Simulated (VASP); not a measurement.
The input files of a VASP run:

KPOINTS:
```
Automatic mesh
0
G
7 7 7
0 0 0
```

### INCAR
```
SYSTEM  =  Ni3Si
PREC  =  Accurate; ENCUT  =  300; LREAL  =  F
LASPH  =  T
EDIFF  =  1E-6; NELM  =  100; ALGO  =  Normal
LMAXMIX  =  4
ISMEAR  =  0; SIGMA  =  0.1
GGA  =  PS
IBRION  =  2; NSW  =  50; ISIF  =  3
EDIFFG  =  -0.01
LWAVE  =  F; LCHARG  =  F
```

**POSCAR**
```
Ni3Si
1
    3.4580520000     0.0000000000     0.0000000000
    0.0000000000     3.4580520000     0.0000000000
    0.0000000000     0.0000000000     3.4580520000
Si Ni
1 3
Direct
  0.0000000000   0.0000000000   0.0000000000
  0.0000000000   0.5000000000   0.5000000000
  0.5000000000   0.0000000000   0.5000000000
  0.5000000000   0.5000000000   0.0000000000
```

POTCAR, in this order: Si Ni (PBE.64 set). Program: vasp_std.

**Question.** Write an equivalent input for Quantum ESPRESSO's pw.x.

**Answer.** One equivalent input (not run):
```
&CONTROL
  calculation = 'vc-relax'
  pseudo_dir = './pseudo'
  outdir = './out'
  tprnfor = .true.
  tstress = .true.
  nstep = 50
  forc_conv_thr = 0.00039
/
&SYSTEM
  ibrav = 0
  nat = 4
  ntyp = 2
  ecutwfc = 98
  occupations = 'smearing'
  smearing = 'gaussian'
  degauss = 0.00735
  input_dft = 'pbesol'
/
&ELECTRONS
  conv_thr = 7.3e-08
  electron_maxstep = 100
/
&IONS
/
&CELL
/
ATOMIC_SPECIES
  Si 28.085 Si.upf
  Ni 58.693 Ni.upf
CELL_PARAMETERS angstrom
     3.4580520    0.0000000    0.0000000
     0.0000000    3.4580520    0.0000000
     0.0000000    0.0000000    3.4580520
ATOMIC_POSITIONS crystal
  Si   0.0000000  0.0000000  0.0000000
  Ni   0.0000000  0.5000000  0.5000000
  Ni   0.5000000  0.0000000  0.5000000
  Ni   0.5000000  0.5000000  0.0000000
K_POINTS automatic
  7 7 7 0 0 0
```
What does not carry over: the potentials are each code's own (VASP's PAW set, PseudoDojo norm-conserving files in pw.x), so ENCUT and ecutwfc are chosen apart and not converted; conv_thr bounds pw.x's estimated SCF error, while EDIFF bounds the energy change between steps; forc_conv_thr acts on force components and is met together with etot_conv_thr.

The structure is a typed Ni3Si crystal. This run relaxes it. Symmetry was kept, so distortions that lower it aren't found. The run is one of a series of settings (EDIFFG = -0.01, IBRION = 2, ISIF = 3, NSW = 50 against the base run), some of them coarse on purpose.
